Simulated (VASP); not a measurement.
# HPbNO4 (P2/m) in VASP: notebook

One crystal, HPbNO4, is run at these levels: PBE; tasks: relaxation of cell and atoms.

All numbers are computed with VASP 6.6.1; they aren't measurements. Logs are shortened: lines on timing, memory, paths and dates and some standing lists are left out, and cuts for length are marked.

## Step 1: The crystal as given

Symmetry: P2/m, No. 10, monoclinic system. The conventional cell has a = 5.172 Å, b = 3.042 Å, c = 5.530 Å, α = 90.00°, β = 91.68°, γ = 90.00°. H (site symmetry 2/m) is surrounded by 6 O at 2.07 Å. Pb (site symmetry 2/m) has 6 O at 2.22 to 2.36 Å as nearest neighbours. N (site symmetry 2/m) has 6 O at 2.15 to 2.16 Å as nearest neighbours. O (site symmetry m) is surrounded by 1 H at 2.07 Å and 2 N at 2.15 Å and 1 Pb at 2.22 Å. O (site symmetry m) is surrounded by 2 H at 2.07 Å and 1 N at 2.16 Å and 2 Pb at 2.36 Å.

The cell was built by a generator and needn't be a form met in nature.

## Step 2: Relaxation of cell and atoms, PBE

Input file INCAR:

```
SYSTEM = HPbNO4
ALGO = Fast
EDIFF = 1E-4
EDIFFG = -0.08
ENCUT = 520
GGA = PE
IBRION = 2
ISIF = 3
ISMEAR = 0
LASPH = .True.
LCHARG = .False.
LREAL = .False.
LWAVE = .False.
NELM = 60
NSW = 24
PREC = Normal
SIGMA = 0.15
```

Input file KPOINTS:

```
k-points
0
Gamma
  4 6 3
  0 0 0
```

Input file POSCAR:

```
HPbNO4
1.0
    5.1718768200      0.0000000000      0.0000000000
    0.0000000000      3.0416438400      0.0000000000
   -0.1623968600      0.0000000000      5.5280344300
H Pb N O
1 1 1 4
Direct
    0.5000000000      0.0000000000      0.5000000000
    0.5000000000      0.0000000000      0.0000000000
    0.0000000000      0.5000000000      0.5000000000
    0.1835800000      0.0000000000      0.7205485100
    0.6561639900      0.5000000000      0.7112389800
    0.3438360100      0.5000000000      0.2887610200
    0.8164200000      0.0000000000      0.2794514900
```

Potentials or basis: VASP PAW PBE potentials, release 64 (H, Pb_d, N, O).

Command:

```console
$ cat potpaw_PBE.64/H/POTCAR potpaw_PBE.64/Pb_d/POTCAR potpaw_PBE.64/N/POTCAR potpaw_PBE.64/O/POTCAR > POTCAR
$ mpirun -np 1 vasp_std > vasp.out
```

OUTCAR:

```text
SYSTEM = HPbNO4
   EDIFF = 1E-4
   EDIFFG = -0.08
   ENCUT = 520
   GGA = PE
   IBRION = 2
   ISIF = 3
   ISMEAR = 0
   LASPH = .True.
   LREAL = .False.
   NELM = 60
   NSW = 24
   PREC = Normal

 ion  position               nearest neighbor table
   1  0.500  0.000  0.500-
   2  0.500  0.000  0.000-   4 2.22   7 2.22   6 2.36   5 2.36   5 2.36   6 2.36
   3  0.000  0.500  0.500-
   4  0.184  0.000  0.721-   2 2.22
   5  0.656  0.500  0.711-   2 2.36   2 2.36
   6  0.344  0.500  0.289-   2 2.36   2 2.36
   7  0.816  0.000  0.279-   2 2.22

  LATTYP: Found a simple monoclinic cell.
 ALAT       =     5.1718768200
 B/A-ratio  =     0.5881121972
 C/A-ratio  =     1.0693254057
 COS(beta)  =    -0.0293642944

  Lattice vectors:

 A1 = (   5.1718768200,   0.0000000000,   0.0000000000)
 A2 = (   0.0000000000,   3.0416438400,   0.0000000000)
 A3 = (  -0.1623968600,   0.0000000000,   5.5280344300)

Analysis of symmetry for initial positions (statically):
=====================================================================
 Subroutine PRICEL returns:
 Original cell was already a primitive cell.

 Routine SETGRP: Setting up the symmetry group for a
 simple monoclinic supercell.

 Subroutine GETGRP returns: Found  4 space group operations
 (whereof  4 operations were pure point group operations)
 out of a pool of  4 trial point group operations.

The static configuration has the point symmetry C_2h.

Analysis of symmetry for dynamics (positions and initial velocities):
=====================================================================
 Subroutine PRICEL returns:
 Original cell was already a primitive cell.

 Routine SETGRP: Setting up the symmetry group for a
 simple monoclinic supercell.

 Subroutine GETGRP returns: Found  4 space group operations
 (whereof  4 operations were pure point group operations)
 out of a pool of  4 trial point group operations.

The dynamic configuration has the point symmetry C_2h.

 Subroutine INISYM returns: Found  4 space group operations
 (whereof  4 operations are pure point group operations),
 and found     1 'primitive' translations

----------------------------------------------------------------------------------------

                                     Primitive cell

  volume of cell :      86.9615

  direct lattice vectors                    reciprocal lattice vectors
     5.171876820  0.000000000  0.000000000     0.193353406  0.000000000  0.005680136
     0.000000000  3.041643840  0.000000000     0.000000000  0.328769591  0.000000000
    -0.162396860  0.000000000  5.528034430     0.000000000  0.000000000  0.180896124

  length of vectors
     5.171876820  3.041643840  5.530419279     0.193436821  0.328769591  0.180896124

  position of ions in fractional coordinates (direct lattice)
     0.500000000  0.000000000  0.500000000
     0.500000000  0.000000000  0.000000000
     0.000000000  0.500000000  0.500000000
     0.183580000  0.000000000  0.720548510
     0.656163990  0.500000000  0.711238980
     0.343836010  0.500000000  0.288761020
     0.816420000  0.000000000  0.279451490

  ion indices of the primitive-cell ions
   primitive index   ion index
                 1           1
                 2           2
                 3           3
                 4           4
                 5           5
                 6           6
                 7           7

----------------------------------------------------------------------------------------

 KPOINTS: k-points

Automatic generation of k-mesh.
 Grid dimensions read from file:
 generate k-points for:    4    6    3

 Generating k-lattice:

  Cartesian coordinates                     Fractional coordinates (reciprocal lattice)
     0.048338352  0.000000000  0.001420034     0.250000000  0.000000000  0.000000000
     0.000000000  0.054794932  0.000000000     0.000000000  0.166666667  0.000000000
     0.000000000  0.000000000  0.060298708     0.000000000  0.000000000  0.333333333

  Length of vectors
     0.048359205  0.054794932  0.060298708

  Shift w.r.t. Gamma in fractional coordinates (k-lattice)
     0.000000000  0.000000000  0.000000000

 Subroutine IBZKPT returns following result:
 ===========================================

 Found     28 irreducible k-points:

 Following reciprocal coordinates:
            Coordinates               Weight
  0.000000  0.000000  0.000000      1.000000
  0.250000  0.000000  0.000000      2.000000
  0.500000  0.000000  0.000000      1.000000
  0.000000  0.166667  0.000000      2.000000
  0.250000  0.166667  0.000000      4.000000
  0.500000  0.166667  0.000000      2.000000
[... 16 lines left out ...]
  0.500000  0.333333  0.333333      4.000000
 -0.250000  0.333333  0.333333      4.000000
 [... further k-points ...]
   k-points           NKPTS =     28   k-points in BZ     NKDIM =     28   number of bands    NBANDS=     26
   number of dos      NEDOS =    301   number of ions     NIONS =      7
   total plane-waves  NPLWV =  17280
   dimension x,y,z NGX =    30 NGY =   18 NGZ =   32
   dimension x,y,z NGXF=    60 NGYF=   36 NGZF=   64
   ions per type =               1   1   1   4
   NGX,Y,Z   is equivalent  to a cutoff of   9.64,  9.84,  9.62 a.u.
   NGXF,Y,Z  is equivalent  to a cutoff of  19.29, 19.68, 19.24 a.u.
 SYSTEM =  HPbNO4
   PREC   = normal    normal or accurate (medium, high low for compatibility)
   ISTART =      0    job   : 0-new  1-cont  2-samecut
   ICHARG =      2    charge: 1-file 2-atom 10-const
   ISPIN  =      1    spin polarized calculation?
   LNONCOLLINEAR =      F non collinear calculations
   LSORBIT =      F    spin-orbit coupling
   LASPH  =      T    aspherical Exc in radial PAW
   ENCUT  =  520.0 eV  38.22 Ry    6.18 a.u.   9.62  5.66 10.28*2*pi/ulx,y,z
   NELM   =     60;   NELMIN=  2; NELMDL= -5     # of ELM steps
   EDIFF  = 0.1E-03   stopping-criterion for ELM
   LREAL  =      F    real-space projection
   EDIFFG = -.8E-01   stopping-criterion for IOM
   NSW    =     24    number of steps for IOM
   IBRION =      2    ionic relax: 0-MD 1-quasi-New 2-CG
   NFREE  =      1    steps in history (QN), initial steepest desc. (CG)
   ISIF   =      3    stress and relaxation
   ISYM   =      2    0-nonsym 1-usesym 2-fastsym
   POTIM  = 0.5000    time-step for ionic-motion
   TEBEG  =    0.0;   TEEND  =   0.0 temperature during run
   PSTRESS=    0.0 pullay stress
   NELECT =      44.0000    total number of electrons
   NUPDOWN=      -1.0000    fix difference up-down
   EMIN   =  10.00;   EMAX   =-10.00  energy-range for DOS
   EFERMI =   0.00;   METHOD = LEGACY
   ISMEAR =     0;   SIGMA  =   0.15  broadening in eV -4-tet -1-fermi 0-gaus
   EFERMI_NEDOS =   21; number of points for ismear=-14 and -15
   IALGO  =     68    algorithm
   IMIX   =      4    mixing-type and parameters
     AMIX     =   0.40;   BMIX     =  1.00
     AMIX_MAG =   1.60;   BMIX_MAG =  1.00
  volume/ion in A,a.u.               =      12.42        83.84
  Fermi-wavevector in a.u.,A,eV,Ry     =   1.304518  2.465181 23.153937  1.701766
  Thomas-Fermi vector in A             =   2.435448
   LORBIT       =      0    0 simple, 1 ext, 2 COOP (PROOUT), +10 PAW based schemes
   GGA     = PE    functional components
   LHFCALC =     F    Hartree Fock is set to
   AEXX    =    0.0000 exact exchange contribution
   IVDW    =     0    specifies the selected vdW correction
   LEPSILON=     F    determine dielectric tensor
   LRPA    =     F    only Hartree local field effects (RPA)
 conjugate gradient relaxation of ions
 non-spin polarized calculation
 RMM-DIIS sequential band-by-band and
 Gauss-broadening in eV      SIGMA  =   0.15
  energy-cutoff  :      520.00
  volume of cell :       86.96
 maximum number of plane-waves:      2356
   NGX = 19   NGY = 11   NGZ = 21

--------------------------------------- Ionic step        1  -------------------------------------------

 number of electron      43.9999999 magnetization

 Free energy of the ion-electron system (eV)
  ---------------------------------------------------
  ext. energy  EPLUGINS =         0.00000000
  ---------------------------------------------------
  free energy    TOTEN  =       -27.52973686 eV

  energy without entropy =      -27.52012450  energy(sigma->0) =      -27.52493068

 E-fermi :   1.3993     XC(G=0):  -9.9466

 val. band max:        1.3606258476   @ k =   0.5000   0.0000   0.0000
 cond. band min:       1.5676161171   @ k =   0.5000   0.5000   0.3333
 fundamental gap:      0.2069902695
 Fermi energy:         1.3992778149

 k-point     1 :       0.0000    0.0000    0.0000
  band No.  band energies     occupation
      1     -16.3866      2.00000
      2     -15.9293      2.00000
      3     -15.0845      2.00000
      4     -14.8438      2.00000
      5     -14.7902      2.00000
      6     -14.3280      2.00000
[... 685 lines left out ...]
     25       3.3040      0.00000
     26       4.3111      0.00000

 [... further k-points ...]

------------------------ aborting loop because EDIFF is reached ----------------------------------------

  FORCE on cell =-STRESS in cart. coord.  units (eV):
  Direction    XX          YY          ZZ          XY          YZ          ZX
  --------------------------------------------------------------------------------------
  -------------------------------------------------------------------------------------
  Total       -9.2070729     -2.8734913    -12.9341054      0.0000000      0.0000000      2.5045324
  in kB     -169.6308709    -52.9411296   -238.2976215      0.0000000      0.0000000     46.1434394
  external PRESSURE =    -153.6232073 kB  Pullay stress =       0.0000000 kB
[... 104 lines left out ...]
  FREE ENERGIE OF THE ION-ELECTRON SYSTEM (eV)
  ---------------------------------------------------
  free  energy   TOTEN  =       -29.3017912338 eV

  energy  without entropy=      -29.2983271886  energy(sigma->0) =      -29.30005921

[... ionic steps 4 to 19 ...]

--------------------------------------- Ionic step       20  -------------------------------------------

 number of electron      44.0000016 magnetization

------------------------ aborting loop because EDIFF is reached ----------------------------------------

  FORCE on cell =-STRESS in cart. coord.  units (eV):
  Direction    XX          YY          ZZ          XY          YZ          ZX
  --------------------------------------------------------------------------------------
  -------------------------------------------------------------------------------------
  Total       -1.1441809      0.1710325     -0.7767376      0.0000000      0.0000000      0.8636187
  in kB      -25.6224416      3.8300506    -17.3940271      0.0000000      0.0000000     19.3396167
  external PRESSURE =     -13.0621393 kB  Pullay stress =       0.0000000 kB
[... 67 lines left out ...]
  energy  without entropy=      -32.4670930897  energy(sigma->0) =      -32.46753586

--------------------------------------- Ionic step       22  -------------------------------------------

 number of electron      44.0000029 magnetization

 Free energy of the ion-electron system (eV)
  ---------------------------------------------------
  ext. energy  EPLUGINS =         0.00000000
  ---------------------------------------------------
  free energy    TOTEN  =       -32.47754032 eV

  energy without entropy =      -32.47622291  energy(sigma->0) =      -32.47688161

 E-fermi :   3.7930     XC(G=0): -10.9095

 val. band max:        3.6607886432   @ k =   0.5000   0.5000   0.0000
 cond. band min:       3.9735785218   @ k =   0.0000   0.0000   0.0000
 fundamental gap:      0.3127898786
 Fermi energy:         3.7929985625

 k-point     1 :       0.0000    0.0000    0.0000
  band No.  band energies     occupation
      1     -16.0013      2.00000
      2     -14.6271      2.00000
      3     -13.5689      2.00000
      4     -12.9971      2.00000
      5     -12.3564      2.00000
      6     -12.2534      2.00000
[... 685 lines left out ...]
     25       5.9703      0.00000
     26       7.1375      0.00000

 [... further k-points ...]

------------------------ aborting loop because EDIFF is reached ----------------------------------------

  FORCE on cell =-STRESS in cart. coord.  units (eV):
  Direction    XX          YY          ZZ          XY          YZ          ZX
  --------------------------------------------------------------------------------------
  -------------------------------------------------------------------------------------
  Total       -0.1189246      0.4225744     -0.0275561      0.0000000      0.0000000      0.2250449
  in kB       -2.6876953      9.5501789     -0.6227667      0.0000000      0.0000000      5.0860123
  external PRESSURE =       2.0799056 kB  Pullay stress =       0.0000000 kB
[... 22 lines left out ...]
  FREE ENERGIE OF THE ION-ELECTRON SYSTEM (eV)
  ---------------------------------------------------
  free  energy   TOTEN  =       -32.4775403205 eV

  energy  without entropy=      -32.4762229091  energy(sigma->0) =      -32.47688161

 reached required accuracy - stopping structural energy minimisation
```

Wall time 9.2 min (1 thread of Intel Xeon Platinum 8175M at 2.50GHz (Skylake/Cascade Lake), shared host); peak memory 0.19 GiB.

Results:

```yaml
Free_energy: -32.4775 eV
Relaxed_volume: 10.13 Å³/atom
Relaxed_cell: a = 4.241 Å, b = 3.185 Å, c = 5.257 Å, α = 90.00°, β = 86.69°, γ = 90.00°
Space_group_after_relaxing_to_0.05_Å: P2/m (No. 10)
Energy_gained_by_relaxing: 706.8 meV/atom
Ionic_steps: 22
Pressure_after_relaxing: 0.2 GPa
Largest_force_after_relaxing: 0.055 eV/Å
Band_gap_on_the_k_mesh: 0.31 eV, indirect (least direct gap 0.82 eV)
```

Forces in eV/Å, atoms in the order of the input:
```
H    0.000  0.000  0.000
Pb   0.000  0.000  0.000
N    0.000  0.000  0.000
O    0.030  0.000  0.023
O   -0.038  0.000  0.039
O    0.038  0.000 -0.039
O   -0.030  0.000 -0.023
```

Stress tensor (GPa, compression positive):
```
-0.27  0.00  0.51
 0.00  0.96  0.00
 0.51  0.00 -0.06
```

The path:
| step | energy change (eV) | largest force (eV/Å) | pressure (GPa) | volume (Å³) |
| --- | --- | --- | --- | --- |
| 1 | 0.0000 | 1.9658 | -15.36 | 86.96 |
| 2 | -1.6450 | 1.7395 | -1.19 | 72.69 |
| 3 | -1.7721 | 1.5087 | 7.19 | 68.70 |
| 4 | -2.5846 | 1.5995 | 7.92 | 67.90 |
| 5 | -2.7218 | 2.2825 | 10.99 | 67.23 |
| 6 | -3.3396 | 2.1398 | 4.74 | 70.27 |
| 7 | -3.5650 | 1.7105 | -2.20 | 76.86 |
| 8 | -3.6950 | 1.5714 | -0.27 | 73.97 |
| 9 | -3.7071 | 1.4684 | -0.78 | 74.53 |
| 10 | -3.9320 | 1.0247 | -0.77 | 74.01 |
| 11 | -4.2573 | 0.8283 | 0.97 | 72.32 |
| 12 | -4.3902 | 0.8292 | 0.13 | 72.68 |
| 13 | -4.5809 | 1.0929 | -1.36 | 73.34 |
| 14 | -4.5936 | 1.2937 | -2.91 | 74.30 |
| 15 | -4.6522 | 1.2114 | -2.49 | 73.86 |
| 16 | -4.7742 | 0.8516 | -2.12 | 73.32 |
| 17 | -4.8909 | 0.8598 | -0.39 | 71.92 |
| 18 | -4.8938 | 0.7230 | -0.49 | 72.12 |
| 19 | -4.9304 | 0.2469 | -1.01 | 71.84 |
| 20 | -4.9369 | 0.2514 | -1.31 | 71.55 |
| 21 | -4.9382 | 0.1424 | -1.26 | 71.62 |
| 22 | -4.9478 | 0.0546 | 0.21 | 70.89 |

Final structure:
```
H Pb N O
1.0
     4.23369    0.00000    0.24969
     0.00000    3.18506    0.00000
    -0.00615    0.00000    5.25697
H Pb N O
1 1 1 4
Direct
  0.50000 0.00000 0.50000
  0.50000 0.00000 0.00000
  0.00000 0.50000 0.50000
  0.24730 0.00000 0.62241
  0.77552 0.50000 0.81541
  0.22448 0.50000 0.18459
  0.75270 0.00000 0.37759
```

Caveat: the volume moved by over 15 % at a fixed basis, so the end points are rough; spin-orbit coupling is left out, which as a rule narrows the gap of such compounds by several tenths of an eV; an odd mesh through Γ misses points on the zone boundary, where band edges often lie; the relaxation stopped at a loose force limit of 0.08 eV/Å, so its end isn't a converged minimum.

## Step 3: Relaxation of cell and atoms, PBE

This run uses another cell than the first one, of 15.29 Å³/atom, 1.230 times its volume.

INCAR is that of step 2.

Input file KPOINTS:

```
k-points
0
Gamma
  4 4 4
  0 0 0
```

Input file POSCAR:

```
HPbNO4
1.0
    0.0000000000      3.7681124000      3.7681124000
    3.7681124000      0.0000000000      3.7681124000
    3.7681124000      3.7681124000      0.0000000000
H Pb N O
1 1 1 4
Direct
    0.7500000000      0.7500000000      0.7500000000
    0.5000000000      0.5000000000      0.5000000000
    0.2500000000      0.2500000000      0.2500000000
    0.6287891700      0.1136324900      0.6287891700
    0.1136324900      0.6287891700      0.6287891700
    0.6287891700      0.6287891700      0.6287891700
    0.6287891700      0.6287891700      0.1136324900
```

Potentials or basis: VASP PAW PBE potentials, release 64 (H, Pb_d, N, O).

Command:

```console
$ cat potpaw_PBE.64/H/POTCAR potpaw_PBE.64/Pb_d/POTCAR potpaw_PBE.64/N/POTCAR potpaw_PBE.64/O/POTCAR > POTCAR
$ mpirun -np 1 vasp_std > vasp.out
```

Wall time 8.6 min (1 thread of Intel Xeon Platinum 8175M at 2.50GHz (Skylake/Cascade Lake), shared host); peak memory 0.19 GiB.

The run converged. Its results:

```
Free energy                            : -23.9184 eV
Relaxed volume                         : 18.73 Å³/atom
Relaxed cell                           : a = 5.702 Å, b = 5.702 Å, c = 5.702 Å, α = 60.00°, β = 60.00°, γ = 60.00°
Space group after relaxing (to 0.05 Å) : F-43m (No. 216)
Energy gained by relaxing              : 1305.9 meV/atom
Ionic steps                            : 10
Pressure after relaxing                : 0.4 GPa
Largest force after relaxing           : 0.050 eV/Å
Band gap on the k mesh                 : none (metal or under the smearing width)
```

Forces on the atoms (eV/Å):
```
H    0.000  0.000  0.000
Pb   0.000  0.000  0.000
N    0.000  0.000  0.000
O    0.029 -0.029  0.029
O   -0.029  0.029  0.029
O   -0.029 -0.029 -0.029
O    0.029  0.029 -0.029
```

The path:
| step | energy change (eV) | largest force (eV/Å) | pressure (GPa) | volume (Å³) |
| --- | --- | --- | --- | --- |
| 1 | 0.0000 | 16.1293 | 51.50 | 107.00 |
| 2 | 59.7464 | 20.4387 | 8.09 | 202.56 |
| 3 | 39.1138 | 7.4464 | -3.38 | 156.50 |
| 4 | -8.0217 | 2.8979 | -1.08 | 142.69 |
| 5 | -8.7245 | 1.9770 | 0.51 | 135.54 |
| 6 | -8.7566 | 1.5329 | 7.00 | 120.71 |
| 7 | -9.0357 | 0.8006 | 0.89 | 129.37 |
| 8 | -9.1031 | 0.2714 | 2.22 | 126.86 |
| 9 | -9.1037 | 0.3860 | 2.06 | 127.29 |
| 10 | -9.1416 | 0.0499 | 0.37 | 131.11 |

Final structure:
```xyz
7
Lattice="0.0000 4.0322 4.0322 4.0322 0.0000 4.0322 4.0322 4.0322 0.0000" Properties=species:S:1:pos:R:3 pbc="T T T"
H     6.0483    6.0483    6.0483
Pb    4.0322    4.0322    4.0322
N     2.0161    2.0161    2.0161
O     2.8249    5.2394    2.8249
O     5.2394    2.8249    2.8249
O     5.2394    5.2394    5.2394
O     2.8249    2.8249    5.2394
```

Levels at points of the mesh, in eV from the Fermi level:
```csv
k point,band 20,band 21,band 22,band 23,band 24,band 25
"(0.00, 0.00, 0.00)",-0.34,0.04,0.04,0.04,0.04,0.04
"(0.50, 0.00, 0.00)",-0.21,-0.06,-0.06,0.04,0.10,0.10
"(0.50, 0.50, 0.00)",-0.07,0.01,0.01,0.02,0.12,0.12
```

Caveat: the k mesh is coarse (spacing up to 0.36 Å⁻¹), so the values aren't converged; the volume moved by over 15 % at a fixed basis, so the end points are rough; the relaxation stopped at a loose force limit of 0.08 eV/Å, so its end isn't a converged minimum. Spin-orbit coupling is left out, which matters for the levels of Pb.
